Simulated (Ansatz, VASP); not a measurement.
## Ti3CN3 in VASP and in Ansatz

```
Ti N C
1.0
     3.00286    0.00000    0.00000
     0.00000    3.00286    0.00000
     0.00000    0.00000   19.75849
Ti N C
3 3 1
Direct
  0.50000 0.50000 0.20244
  0.00000 0.00000 0.30725
  0.50000 0.50000 0.40768
  0.00000 0.00000 0.20244
  0.50000 0.50000 0.30557
  0.00000 0.00000 0.41797
  0.12500 0.12500 0.47788
```

Alike in both runs: functional PBE; k mesh 9 × 9 × 1; occupations gaussian, width 0.1 eV; no spin polarisation.

Ansatz relaxed the structure, and its values are those at the end. VASP's run is a single point on that final structure, the one shown.

```csv
,VASP,Ansatz
version,VASP 6.6.1,Ansatz 0.2.0
potentials or method,"VASP PAW PBE potentials, release 64 (Ti_sv, N, C)","scalar-relativistic, plane waves, PAW"
plane-wave cutoff (eV),520,420
valence electrons in the cell,55,55
```

Ansatz gave:

| Quantity | Value |
| --- | --- |
| gap on the k mesh at the Fermi level (eV) | none |
| rms of the force components (eV/Å) | 0.599 |

Q: Estimate VASP's values.

A: gap on the k mesh at the Fermi level (eV): none; rms of the force components (eV/Å): 0.605.

A gap of «none» marks a metal or a gap that the smearing closes.
